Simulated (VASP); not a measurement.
Level of theory: PBE GGA, VASP's PBE PAW potentials (set 64) (plane waves; VASP).

VASP ran on this input.

**POSCAR**
```
Se
4.370
  0.5000000000  -0.8660254005   0.0000000000
  0.5000000000   0.8660254005   0.0000000000
  0.0000000000   0.0000000000   1.1327231121
Se
3
Cartesian
  0.1125000000   0.1948557151   0.7551491190
  0.7750000000   0.0000000000   0.0000000000
  0.1125000000  -0.1948557151   0.3775739931
```

File KPOINTS:
```
Automatic mesh
0
Gamma
6 6 5
0 0 0
```

INCAR:
```
# general
SYSTEM =Se
PREC   =Accurate
ENCUT  =425   # plane-wave cut-off (eV)
LREAL  =F   # projection in real space or not
LASPH  =T   # aspherical one-centre terms

# electronic loop
EDIFF  =1E-6   # SCF stop (eV)
NELM   =100   # most electronic steps
ALGO   =Normal   # blocked Davidson
LMAXMIX=4   # l cut-off of mixed one-centre charges

# smearing
ISMEAR =0   # Gaussian
SIGMA  =0.05

# functional
GGA    =PE   # PBE

# ions
ISIF   =2

# output
LWAVE  =F
LCHARG =F
```

POTCAR, in this order: Se (PBE.64 set). Program: vasp_std.

What VASP printed:

OSZICAR:
```
       N       E                     dE             d eps       ncg     rms          rms(c)
DAV:   1     0.799362549323E+02    0.79936E+02   -0.64384E+03   702   0.968E+02
DAV:   2    -0.490495822243E+01   -0.84841E+02   -0.81220E+02   940   0.171E+02
DAV:   3    -0.104937166526E+02   -0.55888E+01   -0.55566E+01   842   0.497E+01
DAV:   4    -0.105460070026E+02   -0.52290E-01   -0.52234E-01   832   0.567E+00
DAV:   5    -0.105464914244E+02   -0.48442E-03   -0.48440E-03   857   0.529E-01    0.705E+00
DAV:   6    -0.104874794711E+02    0.59012E-01   -0.38981E-02   782   0.144E+00    0.437E+00
DAV:   7    -0.104680558208E+02    0.19424E-01   -0.77101E-02   752   0.201E+00    0.200E-01
DAV:   8    -0.104673844163E+02    0.67140E-03   -0.94088E-03   742   0.700E-01    0.105E-01
DAV:   9    -0.104674993667E+02   -0.11495E-03   -0.32589E-04   917   0.135E-01    0.322E-02
DAV:  10    -0.104675411820E+02   -0.41815E-04   -0.52185E-05   767   0.560E-02    0.723E-03
DAV:  11    -0.104675448439E+02   -0.36619E-05   -0.90415E-06   797   0.208E-02    0.376E-03
DAV:  12    -0.104675446453E+02    0.19860E-06   -0.17851E-06   536   0.101E-02
   1 F= -.10467545E+02 E0= -.10467545E+02  d E =-.559680E-17
```

File OUTCAR:
```
------------------------ aborting loop because EDIFF is reached ----------------------------------------
  FORCE on cell =-STRESS in cart. coord.  units (eV):
  Direction    XX          YY          ZZ          XY          YZ          ZX
  --------------------------------------------------------------------------------------
  Total        1.1989457      1.1989457      2.1556171      0.0000000     -0.0000000      0.0000000
  in kB       23.4645051     23.4645049     42.1874708      0.0000000     -0.0000000      0.0000000
  external PRESSURE =      29.7054936 kB  Pullay stress =       0.0000000 kB
  volume of cell :       81.87
      direct lattice vectors                 reciprocal lattice vectors
     2.185000000 -3.784531000  0.000000000     0.228832952 -0.132116767  0.000000000
     2.185000000  3.784531000  0.000000000     0.228832952  0.132116767  0.000000000
     0.000000000  0.000000000  4.950000000     0.000000000  0.000000000  0.202020202
 POSITION                                       TOTAL-FORCE (eV/Angst)
 -----------------------------------------------------------------------------------
      0.49163      0.85152      3.30000         0.227299      0.393693     -0.000000
      3.38675      0.00000      0.00000        -0.454597      0.000000     -0.000000
      0.49163     -0.85152      1.65000         0.227299     -0.393693      0.000000
 -----------------------------------------------------------------------------------
    total drift:                               -0.000212     -0.000446      0.000007
  FREE ENERGIE OF THE ION-ELECTRON SYSTEM (eV)
  ---------------------------------------------------
  free  energy   TOTEN  =       -10.4675446453 eV

  energy  without entropy=      -10.4675446453  energy(sigma->0) =      -10.46754465
```
(Selected blocks of OUTCAR.)

The compound is Se in the trig structure. The cell was not relaxed at this level. The run is one of a series of settings (ENCUT = 425 against the base run), some of them coarse on purpose.
